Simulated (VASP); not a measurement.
An input for Quantum ESPRESSO's pw.x (written as the equivalent of a VASP run, and not itself run):

```
&CONTROL
  calculation = 'vc-relax'
  pseudo_dir = './pseudo'
  outdir = './out'
  tprnfor = .true.
  tstress = .true.
  nstep = 60
  forc_conv_thr = 0.00078
/
&SYSTEM
  ibrav = 0
  nat = 3
  ntyp = 2
  ecutwfc = 58
  occupations = 'smearing'
  smearing = 'gaussian'
  degauss = 0.003675
  input_dft = 'pbe'
/
&ELECTRONS
  conv_thr = 7.3e-08
  electron_maxstep = 100
/
&IONS
/
&CELL
/
ATOMIC_SPECIES
  Hf 178.490 Hf.upf
  S 32.060 S.upf
CELL_PARAMETERS angstrom
     3.6492973    0.0000000   -0.0000000
    -1.8246486    3.1603841   -0.0000000
     0.0000000    0.0000000    6.7498353
ATOMIC_POSITIONS crystal
  Hf   0.0000000  1.0000000  0.0000000
  S    0.6666670  0.3333330  0.7877126
  S    0.3333330  0.6666670  0.2122874
K_POINTS automatic
  6 6 3 0 0 0
```

Problem. Translate this input to VASP (INCAR, KPOINTS, POSCAR, choice of POTCAR).

Solution. Several could match; the one computed here: 
File POSCAR:
```
HfS2
1.0
  3.6492972781   0.0000000000   0.0000000000
 -1.8246486391   3.1603841275   0.0000000000
  0.0000000000   0.0000000000   6.7498353498
Hf S
1 2
Cart
 -1.8246486391   3.1603841275   0.0000000000
  1.8246504637   1.0534603224   5.3169306776
 -0.0000018247   2.1069238051   1.4329046722
```

**KPOINTS**
```
Regular mesh
0
Gamma
  6 6 3
0 0 0
```

INCAR:
```
ALGO = Normal
EDIFF = 1E-6
EDIFFG = -0.02
ENCUT = 480
GGA = PE
IBRION = 2
ISIF = 3
ISMEAR = 0
LASPH = .TRUE.
LCHARG = .FALSE.
LMAXMIX = 6
LREAL = .FALSE.
LWAVE = .FALSE.
NELM = 100
NSW = 60
PREC = Accurate
SIGMA = 0.05
SYSTEM = HfS2
```

POTCAR, in this order: Hf S (PBE.64 set). Program: vasp_std.

Limits of the translation: the potentials are each code's own (VASP's PAW set, PseudoDojo norm-conserving files in pw.x), so ENCUT and ecutwfc are chosen apart and not converted; conv_thr bounds pw.x's estimated SCF error, while EDIFF bounds the energy change between steps; forc_conv_thr acts on force components and is met together with etot_conv_thr.

The structure comes from a computed database's HfS2 entry (P-3m1); how it stands against other phases isn't given here. This run relaxes it. Symmetry was kept, so distortions that lower it aren't found. The start is the result of an earlier pass.
